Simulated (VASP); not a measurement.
Level of theory: PBEsol GGA, VASP's PBE PAW potentials (set 64) (plane waves; VASP 6.6.1).

Input for VASP

### INCAR
```
ALGO=Normal
SYSTEM=CoSi
NELM=100
LWAVE=F
ICHARG=11   # fixed density
PREC=Accurate
LASPH=T
ISMEAR=0   # Gaussian
EDIFF=1E-7   # SCF stop (eV)
LORBIT=11   # lm-projected
LCHARG=F
GGA=PS
ENCUT=400   # plane-wave cut-off (eV)
SIGMA=0.05
LREAL=F   # projection in real space or not
LMAXMIX=4   # l cut-off of mixed one-centre charges
```

**KPOINTS**
```
k-points along high-symmetry lines
10
Line-mode
Reciprocal
  0.000000   0.000000   0.000000 ! GAMMA
  0.500000   0.000000   0.000000 ! M

  0.500000   0.000000   0.000000 ! M
  0.333333   0.333333   0.000000 ! K

  0.333333   0.333333   0.000000 ! K
  0.000000   0.000000   0.000000 ! GAMMA

  0.000000   0.000000   0.000000 ! GAMMA
  0.000000   0.000000   0.500000 ! A

  0.000000   0.000000   0.500000 ! A
  0.500000   0.000000   0.500000 ! L

  0.500000   0.000000   0.500000 ! L
  0.333333   0.333333   0.500000 ! H

  0.333333   0.333333   0.500000 ! H
  0.000000   0.000000   0.500000 ! A

  0.500000   0.000000   0.500000 ! L
  0.500000   0.000000   0.000000 ! M

  0.333333   0.333333   0.500000 ! H
  0.333333   0.333333   0.000000 ! K
```

POSCAR:
```
CoSi
1
    3.3201130203     0.0000000000     0.0000000000
   -1.6600565101     2.8753032491     0.0000000000
    0.0000000000    -0.0000000000     2.5315577604
Co Si
1 1
Direct
  0.0000000000   0.0000000000   0.0000000000
  0.6666670000   0.3333330000   0.5000000000
```

POTCAR, in this order: Co Si (PBE.64 set). Program: vasp_std. Read from the step before: CHGCAR.

The resulting files:

### OSZICAR
```
       N       E                     dE             d eps       ncg     rms          rms(c)
DAV:   1     0.370944940266E+02    0.37094E+02   -0.48533E+03  1816   0.108E+03
DAV:   2    -0.130032962053E+02   -0.50098E+02   -0.47534E+02  1820   0.201E+02
DAV:   3    -0.143551323932E+02   -0.13518E+01   -0.13440E+01  2196   0.410E+01
DAV:   4    -0.143780172518E+02   -0.22885E-01   -0.22873E-01  2388   0.501E+00
DAV:   5    -0.143785073961E+02   -0.49014E-03   -0.49005E-03  2240   0.643E-01
DAV:   6    -0.143785317634E+02   -0.24367E-04   -0.24365E-04  2614   0.114E-01
DAV:   7    -0.143785320527E+02   -0.28925E-06   -0.28930E-06  2238   0.102E-02
DAV:   8    -0.143785320643E+02   -0.11592E-07   -0.11286E-07  1726   0.145E-03
   1 F= -.14378532E+02 E0= -.14378014E+02  d E =-.103521E-02
```

OUTCAR:
```
 val. band max:        9.8018948332   @ k =   0.3889   0.2222   0.0000

 cond. band min:       9.8645465919   @ k =   0.1852   0.1852   0.0000



 k-point     1 :       0.0000    0.0000    0.0000
  band No.  band energies     occupation
      1      -2.4295      2.00000
      2       6.8501      2.00000
      3       7.0807      2.00000
      4       7.0807      2.00000
      5       9.3387      2.00000
      6       9.3387      2.00000
      7      14.2924      0.00000
      8      14.2924      0.00000
      9      16.3310      0.00000
     10      17.7434      0.00000

 k-point     2 :       0.0556    0.0000    0.0000
  band No.  band energies     occupation
      1      -2.3780      2.00000
      2       6.7666      2.00000
      3       7.1008      2.00000
      4       7.1057      2.00000
      5       9.3251      2.00000
      6       9.3358      2.00000
      7      13.8952      0.00000
      8      14.0819      0.00000
      9      16.3415      0.00000
     10      18.0382      0.00000

 k-point     3 :       0.1111    0.0000    0.0000
  band No.  band energies     occupation
      1      -2.2246      2.00000
      2       6.5513      2.00000
      3       7.1284      2.00000
      4       7.1806      2.00000
      5       9.2866      2.00000
      6       9.3278      2.00000
      7      13.0251      0.00000
      8      13.5841      0.00000
      9      16.3310      0.00000
     10      18.6283      0.00000

 k-point     4 :       0.1667    0.0000    0.0000
  band No.  band energies     occupation
      1      -1.9727      2.00000
      2       6.2278      2.00000
      3       7.1433      2.00000
      4       7.3034      2.00000
      5       9.2291      2.00000
      6       9.3155      2.00000
      7      12.0440      0.00000
      8      12.9814      0.00000
      9      16.2985      0.00000
     10      18.9309      0.00000

 k-point     5 :       0.2222    0.0000    0.0000
  band No.  band energies     occupation
...
```

The density is held fixed in this step, so its total energy and stress have no physical meaning.

The structure was generated: CoSi was put into the WC type (P-6m2), which need not be its known phase. It was relaxed first. The run is not spin-polarised, so no magnetic state was tried. The electron count is odd and the run is not spin-polarised, which forces a metal.
